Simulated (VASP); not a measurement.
Output of a VASP run:

File OUTCAR:
```
 ion  position               nearest neighbor table
   1  0.000  0.000  0.000-   2 2.80   2 2.80   2 2.80   2 2.80
   2  0.250  0.250  0.250-   1 2.80   1 2.80   1 2.80   1 2.80
  LATTYP: Found a face centered cubic cell.
 ALAT       =     6.4600000000
 Subroutine PRICEL returns:
 Original cell was already a primitive cell.
 Subroutine GETGRP returns: Found 24 space group operations
The static configuration has the point symmetry T_d .
The dynamic configuration has the point symmetry T_d .
 Subroutine INISYM returns: Found 24 space group operations
 Subroutine IBZKPT returns following result:
 Found     20 irreducible k-points:

 Following reciprocal coordinates:
            Coordinates               Weight
  0.000000  0.000000  0.000000      1.000000
  0.142857  0.000000  0.000000      8.000000
  0.285714  0.000000  0.000000      8.000000
  0.428571  0.000000  0.000000      8.000000
  0.142857  0.142857  0.000000      6.000000
  0.285714  0.142857  0.000000     24.000000
  0.428571  0.142857  0.000000     24.000000
 -0.428571  0.142857  0.000000     24.000000
 -0.285714  0.142857  0.000000     24.000000
 -0.142857  0.142857  0.000000     12.000000
  0.285714  0.285714  0.000000      6.000000
  0.428571  0.285714  0.000000     24.000000
 -0.428571  0.285714  0.000000     24.000000
 -0.285714  0.285714  0.000000     12.000000
  0.428571  0.428571  0.000000      6.000000
 -0.428571  0.428571  0.000000     12.000000
  0.428571  0.285714  0.142857     24.000000
 -0.428571  0.285714  0.142857     48.000000
 -0.428571  0.428571  0.142857     24.000000
 -0.285714  0.428571  0.142857     24.000000
   k-points           NKPTS =     20   k-points in BZ     NKDIM =     20   number of bands    NBANDS=     13
   number of dos      NEDOS =    301   number of ions     NIONS =      2
   total plane-waves  NPLWV =  46656
   dimension x,y,z NGX =    36 NGY =   36 NGZ =   36
   dimension x,y,z NGXF=    72 NGYF=   72 NGZF=   72
   ions per type =               1   1
   PREC   = accura    normal or accurate (medium, high low for compatibility)
   ISTART =      0    job   : 0-new  1-cont  2-samecut
   ICHARG =      2    charge: 1-file 2-atom 10-const
   ISPIN  =      1    spin polarized calculation?
   LNONCOLLINEAR =      F non collinear calculations
   LSORBIT =      F    spin-orbit coupling
   INIWAV =      1    electr: 0-lowe 1-rand  2-diag
   ENCUT  =  520.0 eV  38.22 Ry    6.18 a.u.   8.49  8.49  8.49*2*pi/ulx,y,z
   NELM   =    100;   NELMIN=  2; NELMDL= -5     # of ELM steps
   EDIFF  = 0.1E-05   stopping-criterion for ELM
   LREAL  =      F    real-space projection
   NLSPLINE    = F    spline interpolate recip. space projectors
   LMAXMIX     =    6 max onsite mixed and CHGCAR
   VOSKOWN=      0    Vosko Wilk Nusair interpolation
   EDIFFG = -.1E-01   stopping-criterion for IOM
   NSW    =     60    number of steps for IOM
   NBLOCK =      1;   KBLOCK =     60    inner block; outer block
   IBRION =      2    ionic relax: 0-MD 1-quasi-New 2-CG
   NFREE  =      1    steps in history (QN), initial steepest desc. (CG)
   ISIF   =      3    stress and relaxation
   ISYM   =      2    0-nonsym 1-usesym 2-fastsym
   TEIN   =    0.0    initial temperature
   TEBEG  =    0.0;   TEEND  =   0.0 temperature during run
   SMASS  =  -3.00    Nose mass-parameter (am)
   PSTRESS=    0.0 pullay stress
   NELECT =      18.0000    total number of electrons
   EFERMI =   0.00;   METHOD = LEGACY
   ISMEAR =     0;   SIGMA  =   0.05  broadening in eV -4-tet -1-fermi 0-gaus
   IALGO  =     38    algorithm
   LDIAG  =      T    sub-space diagonalisation (order eigenvalues)
   IMIX   =      4    mixing-type and parameters
     AMIX     =   0.40;   BMIX     =  1.00
     AMIX_MAG =   1.60;   BMIX_MAG =  1.00
     AMIN     =   0.10
   METAGGA = R2SCAN    functional components
   VOSKOWN =     0    Vosko Wilk Nusair interpolation
   LHFCALC =     F    Hartree Fock is set to
   LHFONE  =     F    Hartree Fock one center treatment
...
```

### OSZICAR
```
...
DAV:   8    -0.745377718071E+02    0.69386E-01   -0.11784E-01   530   0.323E+00    0.177E+00
DAV:   9    -0.745124020444E+02    0.25370E-01   -0.20415E-01   520   0.386E+00    0.267E-01
DAV:  10    -0.746095117280E+02   -0.97110E-01   -0.51093E-02   520   0.196E+00    0.307E-01
DAV:  11    -0.746045209566E+02    0.49908E-02   -0.59970E-03   545   0.785E-01    0.948E-02
DAV:  12    -0.746096180820E+02   -0.50971E-02   -0.34423E-03   520   0.488E-01    0.922E-02
DAV:  13    -0.746090780699E+02    0.54001E-03   -0.22684E-03   535   0.476E-01    0.435E-02
DAV:  14    -0.746094718252E+02   -0.39376E-03   -0.86609E-05   570   0.887E-02    0.410E-02
DAV:  15    -0.746096946332E+02   -0.22281E-03   -0.11779E-05   545   0.385E-02    0.416E-02
DAV:  16    -0.746099567620E+02   -0.26213E-03   -0.47350E-05   520   0.716E-02    0.435E-02
DAV:  17    -0.746102638897E+02   -0.30713E-03   -0.20126E-04   535   0.119E-01    0.509E-02
DAV:  18    -0.746102705912E+02   -0.67016E-05   -0.90285E-06   590   0.305E-02    0.430E-02
DAV:  19    -0.746102700886E+02    0.50266E-06   -0.31369E-06   540   0.188E-02
   1 F= -.74610270E+02 E0= -.74610158E+02  d E =-.746103E+02
       N       E                     dE             d eps       ncg     rms          rms(c)
DAV:   1    -0.750168811154E+02   -0.40661E+00   -0.89958E+00   550   0.384E+01    0.626E+00
DAV:   2    -0.746522841068E+02    0.36460E+00   -0.89337E-01   520   0.142E+01    0.204E+00
DAV:   3    -0.746294212708E+02    0.22863E-01   -0.88164E-02   525   0.355E+00    0.207E+00
DAV:   4    -0.745977104719E+02    0.31711E-01   -0.40667E-02   530   0.207E+00    0.245E-01
DAV:   5    -0.746209103979E+02   -0.23200E-01   -0.15257E-02   520   0.162E+00    0.194E-01
DAV:   6    -0.746168814870E+02    0.40289E-02   -0.45418E-03   520   0.787E-01    0.722E-02
DAV:   7    -0.746207890584E+02   -0.39076E-02   -0.43742E-03   520   0.829E-01    0.446E-02
DAV:   8    -0.746214001438E+02   -0.61109E-03   -0.76631E-04   520   0.318E-01    0.272E-02
DAV:   9    -0.746214741877E+02   -0.74044E-04   -0.96328E-05   550   0.108E-01    0.198E-02
DAV:  10    -0.746214879866E+02   -0.13799E-04   -0.20284E-05   550   0.624E-02    0.446E-03
DAV:  11    -0.746214918152E+02   -0.38286E-05   -0.10371E-05   520   0.515E-02    0.601E-03
DAV:  12    -0.746214960128E+02   -0.41976E-05   -0.57360E-07   370   0.126E-02    0.331E-03
DAV:  13    -0.746214967256E+02   -0.71276E-06   -0.30897E-07   265   0.612E-03
   2 F= -.74621497E+02 E0= -.74621384E+02  d E =-.112266E-01
       N       E                     dE             d eps       ncg     rms          rms(c)
DAV:   1    -0.746594111509E+02   -0.37915E-01   -0.78220E-01   550   0.110E+01    0.153E+00
DAV:   2    -0.746259076346E+02    0.33504E-01   -0.88728E-02   520   0.461E+00    0.491E-01
DAV:   3    -0.746240766209E+02    0.18310E-02   -0.83026E-03   525   0.103E+00    0.498E-01
DAV:   4    -0.746207829327E+02    0.32937E-02   -0.48956E-03   520   0.735E-01    0.667E-02
DAV:   5    -0.746236091525E+02   -0.28262E-02   -0.18708E-03   520   0.564E-01    0.495E-02
DAV:   6    -0.746233829926E+02    0.22616E-03   -0.34839E-04   520   0.217E-01    0.236E-02
DAV:   7    -0.746236203719E+02   -0.23738E-03   -0.32670E-04   520   0.233E-01    0.119E-02
DAV:   8    -0.746236853837E+02   -0.65012E-04   -0.76925E-05   520   0.108E-01    0.870E-03
DAV:   9    -0.746236964083E+02   -0.11025E-04   -0.84972E-06   540   0.323E-02    0.681E-03
DAV:  10    -0.746236964930E+02   -0.84729E-07   -0.97733E-07   365   0.133E-02
   3 F= -.74623696E+02 E0= -.74623584E+02  d E =-.134264E-01
```

File OUTCAR:
```
------------------------ aborting loop because EDIFF is reached ----------------------------------------
  FORCE on cell =-STRESS in cart. coord.  units (eV):
  Direction    XX          YY          ZZ          XY          YZ          ZX
  --------------------------------------------------------------------------------------
  Total        0.0054382      0.0054382      0.0054382     -0.0000000     -0.0000000      0.0000000
  in kB        0.1245565      0.1245565      0.1245565     -0.0000000     -0.0000000      0.0000000
  external PRESSURE =       0.1245565 kB  Pullay stress =       0.0000000 kB
  volume of cell :       69.95
      direct lattice vectors                 reciprocal lattice vectors
    -0.000000000  3.270312410  3.270312410    -0.152890592  0.152890592  0.152890592
     3.270312410  0.000000000  3.270312410     0.152890592 -0.152890592  0.152890592
     3.270312410  3.270312410 -0.000000000     0.152890592  0.152890592 -0.152890592
 POSITION                                       TOTAL-FORCE (eV/Angst)
 -----------------------------------------------------------------------------------
      0.00000      0.00000      0.00000        -0.000000      0.000000      0.000000
      1.63516      1.63516      1.63516         0.000000     -0.000000     -0.000000
 -----------------------------------------------------------------------------------
    total drift:                                0.000000      0.000000      0.000000
  FREE ENERGIE OF THE ION-ELECTRON SYSTEM (eV)
  ---------------------------------------------------
  free  energy   TOTEN  =       -74.6236964930 eV

  energy  without entropy=      -74.6234716209  energy(sigma->0) =      -74.62358406

 reached required accuracy - stopping structural energy minimisation
```
(Selected blocks of OUTCAR.)

**POSCAR**
```
HgTe
1
    0.0000000000     3.2300000000     3.2300000000
    3.2300000000     0.0000000000     3.2300000000
    3.2300000000     3.2300000000     0.0000000000
Hg Te
1 1
Direct
  0.0000000000   0.0000000000   0.0000000000
  0.2500000000   0.2500000000   0.2500000000
```

Reconstruct the remaining input files.

Several could match; the one computed here: the input of the run itself, r2SCAN+rVV10, plane waves, VASP's PBE PAW potentials (set 64).

**INCAR**
```
! general
SYSTEM  =HgTe
PREC    =Accurate
ENCUT   =520
LREAL   =F
LASPH   =T

! electronic loop
EDIFF   =1E-6
NELM    =100
ALGO    =Normal
LMAXMIX =6
LMIXTAU =T

! smearing
ISMEAR  =0
SIGMA   =0.05

! functional
METAGGA =R2SCAN
LUSE_VDW=T
BPARAM  =11.95
CPARAM  =0.0093

! ions
IBRION  =2
NSW     =60
ISIF    =3
EDIFFG  =-0.01

! output
LWAVE   =F
LCHARG  =F
```

File KPOINTS:
```
Automatic mesh
0
Gamma
7 7 7
0 0 0
```

POTCAR, in this order: Hg Te (PBE.64 set). Program: vasp_std.

Energy and stress use the plane-wave basis of the starting cell.

The compound is HgTe in the zinc blende structure. This run relaxes it. Symmetry was kept, so distortions that lower it aren't found.
